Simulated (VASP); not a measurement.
Method: PBE GGA, VASP's PBE PAW potentials (set 64) (plane waves; VASP).

The input files of a VASP run:

### KPOINTS
```
Automatic mesh
0
Gamma
20 20 20
0 0 0
```

POSCAR:
```
Fe
1
   -1.4168655204     1.4168655204     1.4168655204
    1.4168655204    -1.4168655204     1.4168655204
    1.4168655204     1.4168655204    -1.4168655204
Fe
1
Direct
  0.0000000000   0.0000000000   0.0000000000
```

**INCAR**
```
SYSTEM=Fe
PREC=Normal; ENCUT=400; LREAL=.FALSE.
LASPH=.TRUE.
EDIFF=1E-5; NELM=100; NELMIN=4
ALGO=Fast; LMAXMIX=4
ISMEAR=1; SIGMA=0.1
GGA=PE
ISPIN=2; MAGMOM=2.5
IBRION=2; NSW=20; ISIF=2
EDIFFG=-0.03
LWAVE=.FALSE.; LCHARG=.FALSE.; LORBIT=10
```

POTCAR, in this order: Fe (PBE.64 set). Program: vasp_std.

What VASP printed:

OSZICAR:
```
       N       E                     dE             d eps       ncg     rms          rms(c)
DAV:   1     0.121173786068E+02    0.12117E+02   -0.35233E+03  9776   0.880E+02
DAV:   2    -0.900239095906E+01   -0.21120E+02   -0.19712E+02  9335   0.117E+02
DAV:   3    -0.924595328473E+01   -0.24356E+00   -0.24318E+00 10193   0.172E+01
DAV:   4    -0.924710438714E+01   -0.11511E-02   -0.11510E-02 10120   0.110E+00
DAV:   5    -0.924711543737E+01   -0.11050E-04   -0.11050E-04  9962   0.971E-02    0.113E+01
RMM:   6    -0.829814924669E+01    0.94897E+00   -0.40842E+00  9216   0.339E+01    0.605E+00
RMM:   7    -0.825702605524E+01    0.41123E-01   -0.29792E-01  9216   0.103E+01    0.376E+00
RMM:   8    -0.824869288003E+01    0.83332E-02   -0.28337E-02  9216   0.152E+00    0.140E+00
RMM:   9    -0.824266585763E+01    0.60270E-02   -0.43892E-03  9216   0.770E-01    0.342E-01
RMM:  10    -0.824247424579E+01    0.19161E-03   -0.37868E-04  9257   0.270E-01    0.130E-01
RMM:  11    -0.824252197647E+01   -0.47731E-04   -0.22837E-04  9215   0.236E-01    0.999E-02
RMM:  12    -0.824250505826E+01    0.16918E-04   -0.53325E-05  8915   0.122E-01    0.156E-02
RMM:  13    -0.824250732584E+01   -0.22676E-05   -0.64358E-06  5612   0.291E-02
   1 F= -.82425073E+01 E0= -.82423281E+01  d E =-.824251E+01  mag=     2.2096
```

### OUTCAR
```
------------------------ aborting loop because EDIFF is reached ----------------------------------------
  FORCE on cell =-STRESS in cart. coord.  units (eV):
  Direction    XX          YY          ZZ          XY          YZ          ZX
  --------------------------------------------------------------------------------------
  Total       -0.0580500     -0.0580500     -0.0580500     -0.0000000     -0.0000000     -0.0000000
  in kB       -8.1746099     -8.1746099     -8.1746099     -0.0000000     -0.0000000     -0.0000000
  external PRESSURE =      -8.1746099 kB  Pullay stress =       0.0000000 kB
  volume of cell :       11.38
      direct lattice vectors                 reciprocal lattice vectors
    -1.416865520  1.416865520  1.416865520     0.000000000  0.352891642  0.352891642
     1.416865520 -1.416865520  1.416865520     0.352891642  0.000000000  0.352891642
     1.416865520  1.416865520 -1.416865520     0.352891642  0.352891642  0.000000000
 POSITION                                       TOTAL-FORCE (eV/Angst)
 -----------------------------------------------------------------------------------
      0.00000      0.00000      0.00000        -0.000000      0.000000     -0.000000
 -----------------------------------------------------------------------------------
    total drift:                               -0.000000     -0.000000      0.000000
  FREE ENERGIE OF THE ION-ELECTRON SYSTEM (eV)
  ---------------------------------------------------
  free  energy   TOTEN  =        -8.2425073258 eV

  energy  without entropy=       -8.2419695489  energy(sigma->0) =       -8.24232807

 total charge

# of ion       s       p       d       tot
------------------------------------------
    1        0.487   0.541   6.235   7.264

 magnetization (x)

# of ion       s       p       d       tot
------------------------------------------
    1       -0.013  -0.056   2.276   2.207

 reached required accuracy - stopping structural energy minimisation
```
(Selected blocks of OUTCAR.)

The compound is Fe in the bcc structure. It was relaxed first.
